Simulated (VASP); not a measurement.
Given:

```
Ba
1.0
   -2.44748     2.44748     2.44748
    2.44748    -2.44748     2.44748
    2.44748     2.44748    -2.44748
Ba
1
Direct
  0.00000   0.00000   0.00000
```

Calculation: PBEsol GGA, VASP's PBE PAW potentials (set 64) (plane waves; VASP). Run with 400 eV cut-off, 12×12×12 Γ-centred mesh, tetrahedra with Blöchl corrections, potentials Ba_sv.

Unless said otherwise, spin-orbit coupling is left out, though it shifts the bands of the heavy elements here.

**Question.** Tabulate the total density of states (states/eV per cell) against energy (eV; zero at the valence-band maximum or, without a gap, the Fermi level).

**Answer.** 
(E (eV), DOS (states/eV)): (-9.99, 0.00); (-9.79, 0.00); (-9.58, 0.00); (-9.27, 0.00); (-9.06, 0.00); (-8.85, 0.00); (-8.64, 0.00); (-8.44, 0.00); (-8.23, 0.00); (-7.92, 0.00); (-7.71, 0.00); (-7.50, 0.00); (-7.29, 0.00); (-7.08, 0.00); (-6.77, 0.00); (-6.56, 0.00); (-6.35, 0.00); (-6.15, 0.00); (-5.94, 0.00); (-5.63, 0.00); (-5.42, 0.00); (-5.21, 0.00); (-5.00, 0.00); (-4.79, 0.00); (-4.59, 0.00); (-4.27, 0.00); (-4.07, 0.00); (-3.86, 0.00); (-3.65, 0.00); (-3.44, 0.00); (-3.13, 0.00); (-2.92, 0.00); (-2.71, 0.01); (-2.51, 0.09); (-2.30, 0.14); (-1.99, 0.21); (-1.78, 0.27); (-1.57, 0.33); (-1.36, 0.42); (-1.15, 0.56); (-0.94, 0.90); (-0.63, 1.33); (-0.42, 1.65); (-0.22, 2.38); (-0.01, 1.20); (0.20, 0.71); (0.51, 1.60); (0.72, 3.71); (0.93, 3.10); (1.14, 3.58); (1.34, 1.99); (1.66, 1.16); (1.86, 0.51); (2.07, 0.43); (2.28, 0.88); (2.49, 1.31); (2.69, 1.48); (3.01, 1.94); (3.22, 1.83); (3.42, 1.75)
Within 2 eV below the Fermi level the largest weight inside VASP's projection spheres is Ba d, then Ba s.

The compound is Ba in the bcc structure. It was relaxed first, which changed the volume by -7 %.
